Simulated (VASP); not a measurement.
Here is the system:

```
CELL_PARAMETERS angstrom
      3.12227     0.00000     0.00000
     -1.56113     2.70396     0.00000
      0.00000     0.00000     6.97657
ATOMIC_POSITIONS crystal
  Re 0.00000 0.00000 0.00000
  Se 0.33333 0.66667 0.25539
  Se 0.66667 0.33333 0.74461
```

Computed with PBEsol GGA, VASP's PBE PAW potentials (set 64) (plane waves; VASP). Run with 400 eV cut-off, Gaussian smearing of 0.050 eV, potentials Re Se.

Without a dispersion term in the relaxation, distances and binding between the weakly bound layers, chains or molecules are unreliable, and so is what depends on them.

Give the energies of bands 3 to 12 at the high-symmetry points, in eV from the Fermi level.

| band | Γ | M | K | A | L | H |
|---|---|---|---|---|---|---|
| 3 | -8.06 | -8.06 | -6.67 | -7.36 | -8.03 | -6.54 |
| 4 | -3.42 | -6.24 | -6.24 | -4.82 | -6.47 | -6.18 |
| 5 | -3.42 | -5.47 | -6.24 | -3.42 | -5.54 | -6.18 |
| 6 | -3.01 | -3.83 | -4.56 | -3.42 | -3.87 | -4.85 |
| 7 | -2.90 | -3.61 | -4.34 | -2.01 | -3.44 | -4.35 |
| 8 | -1.30 | -3.08 | -4.34 | -1.31 | -2.87 | -4.35 |
| 9 | -1.30 | -1.16 | -0.21 | -1.31 | -1.01 | -0.65 |
| 10 | 1.02 | 0.70 | -0.21 | 0.95 | 1.04 | -0.65 |
| 11 | 1.02 | 1.04 | 0.55 | 0.95 | 1.12 | 0.62 |
| 12 | 3.28 | 2.87 | 2.23 | 3.40 | 2.81 | 3.11 |

It has no gap at this level: it comes out as a metal or semimetal.

The structure was generated: ReSe2 was put into the CdI2 type (P-3m1), which need not be its known phase. It was relaxed first, which changed the volume by -22 %. The electron count is odd and the run is not spin-polarised, which forces a metal.
